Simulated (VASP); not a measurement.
A convergence study with VASP on BeSe (zinc blende): one setting is varied, all else stays as given below, so the limit is that of these other settings.

```
CELL_PARAMETERS angstrom
      0.00000     2.57000     2.57000
      2.57000     0.00000     2.57000
      2.57000     2.57000     0.00000
ATOMIC_POSITIONS crystal
  Be 0.00000 0.00000 0.00000
  Se 0.25000 0.25000 0.25000
```

All values below come from PBE GGA, VASP's PBE PAW potentials (set 64) (plane waves; VASP 6.6.1). The tightest run used: 550 eV cut-off, 18×18×18 Γ-centred mesh, Gaussian smearing of 0.050 eV, potentials Be Se.

The reference is 18×18×18 mesh, which took about 30 core-seconds. Costs are core time on shared hosts, one run each; read them as rough ratios.

### Question
Of the settings 1×1×1 mesh; 2×2×2 mesh; 3×3×3 mesh; 4×4×4 mesh; 5×5×5 mesh; 6×6×6 mesh; 7×7×7 mesh; 8×8×8 mesh; 9×9×9 mesh; 10×10×10 mesh; 11×11×11 mesh; 12×12×12 mesh; 13×13×13 mesh; 14×14×14 mesh; 15×15×15 mesh; 16×16×16 mesh; 17×17×17 mesh; 18×18×18 mesh, which is the lowest that keeps the difference from the reference in E (eV/atom) within 0.001 from there on, and what does it cost?

### Answer
7×7×7 mesh; its cost over the reference is about 1/6.
```csv
setting,difference in E (eV/atom),cost over the reference
1×1×1 mesh,7.6768,about 1/10
2×2×2 mesh,0.8308,about 1/10
3×3×3 mesh,0.1451,about 1/10
4×4×4 mesh,0.0323,about 1/9
5×5×5 mesh,0.0081,about 1/9
6×6×6 mesh,0.0022,about 1/7
7×7×7 mesh,0.0006,about 1/6
8×8×8 mesh,0.0002,about 1/5
9×9×9 mesh,0.0001,about 1/4
10×10×10 mesh,0.0000,about 1/3
11×11×11 mesh,0.0000,about 1/3
12×12×12 mesh,0.0000,about 1/2
13×13×13 mesh,0.0000,within a factor of 2
14×14×14 mesh,0.0000,within a factor of 2
15×15×15 mesh,0.0000,within a factor of 2
16×16×16 mesh,0.0000,within a factor of 2
17×17×17 mesh,0.0000,within a factor of 2
18×18×18 mesh,0.0000,reference
```

Left out are rungs that failed or repeat a setting and relaxations that didn't move; long series are thinned to 24 rows.

The compound is BeSe in the zinc blende structure. The cell was not relaxed at this level.
